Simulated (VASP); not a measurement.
An input for Ansatz (written as the equivalent of a VASP run, and not itself run):

Ansatz 0.2 input:
```yaml
crystal:
  lattice:
    - [0.0000000, 2.7000000, 2.7000000]
    - [2.7000000, 0.0000000, 2.7000000]
    - [2.7000000, 2.7000000, 0.0000000]
  atoms:
    - { symbol: Si, position: [0.0000000, 0.0000000, 0.0000000] }
    - { symbol: Sn, position: [0.5000000, 0.5000000, 0.5000000] }
kpoints:
  mp_grid: { grid: [8, 8, 8] }
hamiltonian:
  xc: pbesol
  pseudopotentials: { kind: paw }
scf:
  occupations: { method: gaussian, width: 0.05 }
  max_iter: 100
relax:
  max_steps: 60
  f_tol: 0.01
  cell: {}
output: { forces: true, stress: true, eigenvalues: true }
```

**Question.** Write the VASP files for the same calculation (PBEsol).

**Answer.** This is not unique; one that fits is 
**INCAR**
```
SYSTEM = SiSn
PREC = Accurate
ENCUT = 400
EDIFF = 1E-6
NELM = 100
ALGO = Normal
LREAL = .FALSE.
LASPH = .TRUE.
ISMEAR = 0
SIGMA = 0.05
GGA = PS
LMAXMIX = 4
LWAVE = .FALSE.
LCHARG = .FALSE.
IBRION = 2
ISIF = 3
NSW = 60
EDIFFG = -0.01
```

### POSCAR
```
SiSn
1.0
  0.0000000000   2.7000000000   2.7000000000
  2.7000000000   0.0000000000   2.7000000000
  2.7000000000   2.7000000000   0.0000000000
Si Sn
1 1
Direct
  0.0000000000   0.0000000000   0.0000000000
  0.5000000000   0.5000000000   0.5000000000
```

**KPOINTS**
```
Automatic mesh
0
Gamma
8 8 8
0 0 0
```

POTCAR, in this order: Si Sn_d (PBE.64 set). Program: vasp_std.

The two are equivalent in intent, not identical: each code has its own PAW files, so the cut-off isn't converted (ENCUT is set for VASP's; basis.ecutwfc is left out, and Ansatz then takes the one that its files recommend); Ansatz stops its SCF on the density residual and VASP on the energy change (EDIFF).

The structure was generated: SiSn was put into the rock salt type (Fm-3m), which need not be its known phase. This run relaxes it. Symmetry was kept, so distortions that lower it aren't found.
